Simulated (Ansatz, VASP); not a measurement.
# VSeS (2H-VSSe monolayer): VASP beside Ansatz, part 2 of 2

Wanted: the spread between two codes on one cell, functional and k mesh. The structure shown is the start of the Ansatz relaxation below; VASP solves that cell, so the two are compared at the walk's first step.

VASP 6.6.1 and Ansatz 0.2.0.

So far: The starting structure; Ansatz: relaxation, PBE with D3(BJ).

## 3. VASP: single point, PBE with D3(BJ), start cell

Level of this step: PBE with D3(BJ), spin-polarised from a ferromagnetic start; plane waves and PAW (Se, V_sv, S) (VASP).

The same cell, functional, mesh and smearing now go to VASP, with its own data sets.

Lines of VASP's logs that name or quote its potential files are left out, and so is its time.

Input file INCAR:

```
SYSTEM = VSeS
PREC = Accurate
ENCUT = 400
EDIFF = 1E-06
NELM = 200
ISMEAR = -1
SIGMA = 0.05
LREAL = .FALSE.
ALGO = Normal
GGA = PE
IVDW = 12
NBANDS = 21
ISPIN = 2
MAGMOM = -0.05 0.75 -0
LASPH = .TRUE.
LMAXMIX = 4
LORBIT = 11
LWAVE = .FALSE.
LCHARG = .FALSE.
ISIF = 2
LDIPOL = .TRUE.
IDIPOL = 3
DIPOL = 0.5 0.5 0.501
LVHAR = .TRUE.
GGA_COMPAT = .FALSE.
NELMDL = -8
KPAR = 2
```

Input file POSCAR:

```
VSeS
1.0
    3.2500000000      0.0000000000      0.0000000000
   -1.6250000000      2.8145830000      0.0000000000
    0.0000000000      0.0000000000     37.7660930000
Se V S
1 1 1
Direct
    0.3333332149      0.6666664298      0.4554349850
    0.0000000000      0.0000000000      0.5029758307
    0.3333332149      0.6666664298      0.5445650150
```

Input file KPOINTS:

```
Automatic mesh
0
Gamma
12 12 1
0 0 0
```

Potentials, in the order of the species: Se, V_sv and S (PBE family, release 64).

Command:

```console
$ mpirun -np 2 vasp_std
```

Numbers of over 12 decimals in the logs are rounded to 6 here.

What it wrote:

```text
[banner, memory and clock lines left out]
running    2 mpi-ranks, on    1 nodes
 distrk:  each k-point on    1 cores,    2 groups
 distr:  one band on    1 cores,    1 groups

 POSCAR found type information on POSCAR SeV S
 POSCAR found :  3 types and       3 ions
 LDA part: xc-table for (Slater+PW92), standard interpolation
 POSCAR, INCAR and KPOINTS ok, starting setup
 FFT: planning ... GRIDC
 FFT: planning ... GRID_SOFT
 FFT: planning ... GRID
 WAVECAR not read
 entering main loop
       N       E                     dE             d eps       ncg     rms          rms(c)
DAV:   1     0.134160903576E+03    0.13416E+03   -0.10666E+04  2180   0.682E+02
DAV:   2    -0.936535641883E+01   -0.14353E+03   -0.13914E+03  2201   0.196E+02
DAV:   3    -0.219431089901E+02   -0.12578E+02   -0.12393E+02  2028   0.512E+01
DAV:   4    -0.222147355355E+02   -0.27163E+00   -0.27103E+00  1987   0.863E+00
DAV:   5    -0.222202338928E+02   -0.54984E-02   -0.54971E-02  2111   0.120E+00
DAV:   6    -0.222203911837E+02   -0.15729E-03   -0.15729E-03  2115   0.195E-01
DAV:   7    -0.222203973486E+02   -0.61649E-05   -0.61650E-05  2135   0.341E-02
DAV:   8    -0.222203976727E+02   -0.32405E-06   -0.32372E-06  1751   0.713E-03    0.193E+01
DAV:   9    -0.278747621883E+02   -0.56544E+01   -0.10479E+02  1736   0.515E+01    0.324E+01
DAV:  10    -0.205465940130E+02    0.73282E+01   -0.14613E+02  1980   0.678E+01    0.119E+01
DAV:  11    -0.190498138889E+02    0.14968E+01   -0.53223E+00  1712   0.128E+01    0.555E+00
DAV:  12    -0.186981397967E+02    0.35167E+00   -0.98091E-01  1900   0.579E+00    0.215E+00
DAV:  13    -0.186968584652E+02    0.12813E-02   -0.14971E-01  1939   0.208E+00    0.127E+00
DAV:  14    -0.186725692639E+02    0.24289E-01   -0.22848E-01  1852   0.254E+00    0.101E+00
[...]
DAV:  33    -0.187572717052E+02   -0.48361E-03   -0.45149E-06  1576   0.136E-02    0.336E-03
DAV:  34    -0.187573381632E+02   -0.66458E-04   -0.23882E-07  1400   0.264E-03    0.235E-03
DAV:  35    -0.187573603277E+02   -0.22165E-04   -0.17469E-07  1317   0.221E-03    0.113E-03
DAV:  36    -0.187573750074E+02   -0.14680E-04   -0.30705E-07  1488   0.273E-03    0.763E-04
DAV:  37    -0.187573803790E+02   -0.53716E-05   -0.62964E-08  1299   0.926E-04    0.852E-04
DAV:  38    -0.187573820207E+02   -0.16417E-05   -0.35860E-08  1241   0.106E-03    0.327E-04
DAV:  39    -0.187573830777E+02   -0.10570E-05   -0.20306E-08  1174   0.581E-04    0.863E-05
DAV:  40    -0.187573837685E+02   -0.69072E-06   -0.12368E-08  1164   0.376E-04
   1 F= -.19645564E+02 E0= -.19644310E+02  d E =-.250711E-02  mag=     0.9934
```

From OUTCAR (step 3):

```text
ion  position               nearest neighbor table
   1  0.333  0.667  0.455-   2 2.60   2 2.60   2 2.60
   2  0.000  0.000  0.503-   3 2.45   3 2.45   3 2.45   1 2.60   1 2.60   1 2.60
   3  0.333  0.667  0.545-   2 2.45   2 2.45   2 2.45

  LATTYP: Found a hexagonal cell.
 ALAT       =     3.2500000000
 C/A-ratio  =    11.6203363077

 Subroutine GETGRP returns: Found  6 space group operations
 (whereof  6 operations were pure point group operations)

The static configuration has the point symmetry C_3v.

 Found     19 irreducible k-points:

   k-points           NKPTS =     19   k-points in BZ     NKDIM =     19   number of bands    NBANDS=     21

   dimension x,y,z NGX =    24 NGY =   24 NGZ =  250
   dimension x,y,z NGXF=    48 NGYF=   48 NGZF=  500

   ENCUT  =  400.0 eV  29.40 Ry    5.42 a.u.   5.30  5.30 61.59*2*pi/ulx,y,z

   NELECT =      25.0000    total number of electrons

 k-points in reciprocal lattice and weights: Automatic mesh
   0.00000000  0.00000000  0.00000000       0.007
   0.08333333  0.00000000  0.00000000       0.042
   0.16666667  0.00000000  0.00000000       0.042
   0.25000000  0.00000000  0.00000000       0.042
   0.33333333  0.00000000  0.00000000       0.042
   0.41666667  0.00000000  0.00000000       0.042
   0.50000000  0.00000000  0.00000000       0.021
   0.08333333  0.08333333  0.00000000       0.042
   0.16666667  0.08333333  0.00000000       0.083
[...]
0.33333333  0.25000000  0.00000000       0.083
   0.33333333  0.33333333  0.00000000       0.014

 dipolmoment           0.000000      0.000000      0.029503 electrons x Angstroem

 average (electrostatic) potential at core
       1 -61.8020       2 -84.5204       3 -94.9450

 E-fermi :  -3.7471

 spin component 1
 k-point     1 :       0.0000    0.0000    0.0000
  band No.  band energies     occupation
    ...
      9      -5.3383      1.00000
     10      -5.3383      1.00000
     11      -4.2907      0.99998
     12      -4.2907      0.99998
     13      -4.0295      0.99649
     14      -1.4897      0.00000
     15      -1.4897      0.00000
     16      -1.1328      0.00000
     17      -1.1328      0.00000
     18       0.7947      0.00000
    ...

 k-point     2 :       0.0833    0.0000    0.0000
  band No.  band energies     occupation
    ...
      9      -5.4942      1.00000
     10      -5.3002      1.00000
     11      -4.4104      1.00000
     12      -4.3848      1.00000
     13      -4.0368      0.99696
     14      -1.7320      0.00000
     15      -1.5857      0.00000
     16      -1.5346      0.00000
     17      -1.1724      0.00000
     18       0.9823      0.00000
    ...

 k-point     3 :       0.1667    0.0000    0.0000
  band No.  band energies     occupation
    ...
      9      -5.8103      1.00000
     10      -5.2370      1.00000
     11      -4.8152      1.00000
     12      -4.5666      1.00000
     13      -4.1432      0.99964
     14      -2.3642      0.00000
     15      -1.9460      0.00000
     16      -1.7987      0.00000
     17      -1.1319      0.00000
     18       1.3938      0.00000
    ...

 k-point     4 :       0.2500    0.0000    0.0000
  band No.  band energies     occupation
    ...
      9      -6.3872      1.00000
     10      -5.3180      1.00000
     11      -5.2664      1.00000
     12      -4.5868      1.00000
     13      -4.3721      1.00000
     14      -2.6911      0.00000
     15      -2.1748      0.00000
     16      -1.8858      0.00000
     17      -1.0431      0.00000
     18       1.9746      0.00000
    ...

 k-point     5 :       0.3333    0.0000    0.0000
  band No.  band energies     occupation
    ...
      9      -7.2497      1.00000
     10      -5.5267      1.00000
     11      -5.4206      1.00000
     12      -4.5538      1.00000
     13      -4.4292      1.00000
     14      -2.7058      0.00000
     15      -2.5016      0.00000
     16      -1.5950      0.00000
     17      -0.9815      0.00000
     18       2.4372      0.00000
    ...

 k-point     6 :       0.4167    0.0000    0.0000
  band No.  band energies     occupation
    ...
      9      -7.1641      1.00000
     10      -5.6951      1.00000
     11      -5.4518      1.00000
     12      -4.5578      1.00000
     13      -4.2767      0.99997
     14      -2.7063      0.00000
     15      -2.6243      0.00000
     16      -1.2943      0.00000
     17      -0.9527      0.00000
     18       1.5220      0.00000
    ...

 Edisp (eV)   -0.88818

  Total      -2.21272    -2.21272    -6.19844     0.00000     0.00000    -0.00000
  in kB     -10.26214   -10.26214   -28.74707     0.00000     0.00000    -0.00000
  external pressure =      -16.42 kB  Pullay stress =        0.00 kB

  energy-cutoff  :      400.00
  volume of cell :      345.46
      direct lattice vectors                 reciprocal lattice vectors
     3.250000000  0.000000000  0.000000000     0.307692308  0.177646209  0.000000000
    -1.625000000  2.814583000  0.000000000     0.000000000  0.355292418  0.000000000
     0.000000000  0.000000000 37.766093000     0.000000000  0.000000000  0.026478778

 POSITION                                       TOTAL-FORCE (eV/Angst)
 -----------------------------------------------------------------------------------
      0.00000      1.87639     17.20000         0.000000      0.000000      1.693424
      0.00000      0.00000     18.99543         0.000000      0.000000      0.220043
      0.00000      1.87639     20.56609        -0.000000      0.000000     -1.913467
 -----------------------------------------------------------------------------------
    total drift:                                0.000000      0.000561     -0.000668

  FREE ENERGIE OF THE ION-ELECTRON SYSTEM (eV)
  ---------------------------------------------------
  free  energy   TOTEN  =       -19.6455636161 eV

  energy  without entropy=      -19.6430565080  energy(sigma->0) =      -19.64431006

 vacuum level on the upper side and lower side of the slab         2.099         1.515

 total charge
# of ion       s       p       d       tot
------------------------------------------
    1        1.486   2.265   0.040   3.791
    2        2.217   6.181   2.962  11.360
    3        1.366   2.292   0.000   3.658
--------------------------------------------------
tot          5.069  10.738   3.002  18.809

 magnetization (x)
# of ion       s       p       d       tot
------------------------------------------
    1       -0.003  -0.088   0.002  -0.088
    2        0.011   0.014   0.982   1.006
    3       -0.002  -0.050   0.000  -0.051
--------------------------------------------------
tot          0.007  -0.124   0.984   0.867

[... 6 further parts left out ...]
```

The cell holds one magnetic atom, so no antiferromagnetic order fits into it.

## 4. Comparison

Known differences besides the potentials themselves: VASP starts from the moments at which Ansatz ended; Ansatz cuts the interaction across the vacuum, VASP repeats the sheet with a dipole correction; the data sets hold 35 valence electrons in Ansatz (on its default PAW (the set named soft_2) files) and 25 in VASP; the cutoff is 420 eV in Ansatz and 400 eV in VASP. Total energies have different zeros and are not compared.

Forces (eV/Å; atoms numbered as in POSCAR):

```tsv
atom	Ansatz x, y, z	VASP x, y, z
Se1	0.000, 0.000, 1.716	0.000, 0.000, 1.693
V2	0.000, 0.000, 0.209	0.000, 0.000, 0.220
S3	0.000, 0.000, -1.925	0.000, 0.000, -1.913
```

The forces differ by 9.3 meV/Å r.m.s., which is 1.1 % of the r.m.s. force of 0.855 eV/Å (both taken over all components). Moments aren't recorded for both runs of this pair, so they may hold unlike magnetic states. With vacuum in the cell, a pressure given here is an average over mostly empty space and none of the material.

## 5. Summary of results

- r.m.s. force difference (single point, PBE with D3(BJ), start cell): 1.1 % of the r.m.s. force

**Reading.** The r.m.s. force difference is 1.1 % of the r.m.s. force (single point, PBE with D3(BJ), start cell), within the 3 % picked in this series as the mark of a large difference. The data sets hold unlike numbers of valence electrons (35 in Ansatz and 25 in VASP), so part of the differences comes from the potentials. How closely two codes agree says nothing of how well the functional describes the real material.

[Lines on the potential files, build, host, timing and source positions are cut from VASP's logs without a mark.]

[Logs are printed without paths, hosts, clocks, repeated set-up lines and the standing remarks that a program may print on its own settings, such as how far it seeks lower states.]

[Hosts, paths, dates, database ids (printed as entryN), source tags and the programs' standing remarks are cut or masked in the printed files.]
